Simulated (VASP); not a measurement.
An input for Quantum ESPRESSO's pw.x (written as the equivalent of a VASP run, and not itself run):

```
&CONTROL
  calculation = 'vc-relax'
  pseudo_dir = './pseudo'
  outdir = './out'
  tprnfor = .true.
  tstress = .true.
  nstep = 60
  forc_conv_thr = 0.00078
/
&SYSTEM
  ibrav = 0
  nat = 3
  ntyp = 2
  ecutwfc = 102
  occupations = 'smearing'
  smearing = 'gaussian'
  degauss = 0.003675
  input_dft = 'vdw-df2'
/
&ELECTRONS
  conv_thr = 7.3e-08
  electron_maxstep = 100
/
&IONS
/
&CELL
/
ATOMIC_SPECIES
  Cd 112.414 Cd.upf
  F 18.998 F.upf
CELL_PARAMETERS angstrom
     0.0000000    2.6950000    2.6950000
     2.6950000    0.0000000    2.6950000
     2.6950000    2.6950000    0.0000000
ATOMIC_POSITIONS crystal
  Cd   0.0000000  0.0000000  0.0000000
  F    0.2500000  0.2500000  0.2500000
  F    0.7500000  0.7500000  0.7500000
K_POINTS automatic
  7 7 7 0 0 0
```

Problem. Write the VASP files for the same calculation (vdW-DF2).

Solution. One answer among several that fit: 
INCAR:
```
SYSTEM  =  CdF2
PREC  =  Accurate; ENCUT  =  520; LREAL  =  .False.
LASPH  =  .True.
EDIFF  =  1E-6; NELM  =  100; ALGO  =  Normal
LMAXMIX  =  4
ISMEAR  =  0; SIGMA  =  0.05
GGA  =  ML; LUSE_VDW  =  .True.; AGGAC  =  0.0
ZAB_VDW  =  -1.8867
IBRION  =  2; NSW  =  60; ISIF  =  3
EDIFFG  =  -0.02
LWAVE  =  .False.; LCHARG  =  .False.
```

KPOINTS:
```
Automatic
0
G
 7 7 7
0 0 0
```

**POSCAR**
```
CdF2
1
    0.0000000000     2.6950000000     2.6950000000
    2.6950000000     0.0000000000     2.6950000000
    2.6950000000     2.6950000000     0.0000000000
Cd F
1 2
Direct
  0.0000000000   0.0000000000   0.0000000000
  0.2500000000   0.2500000000   0.2500000000
  0.7500000000   0.7500000000   0.7500000000
```

POTCAR, in this order: Cd F (PBE.64 set). Program: vasp_std.

Limits of the translation: the potentials are each code's own (VASP's PAW set, PseudoDojo norm-conserving files in pw.x), so ENCUT and ecutwfc are chosen apart and not converted; conv_thr bounds pw.x's estimated SCF error, while EDIFF bounds the energy change between steps; forc_conv_thr acts on force components and is met together with etot_conv_thr.

The compound is CdF2 in the fluorite structure. This run relaxes it. Symmetry was kept, so distortions that lower it aren't found.
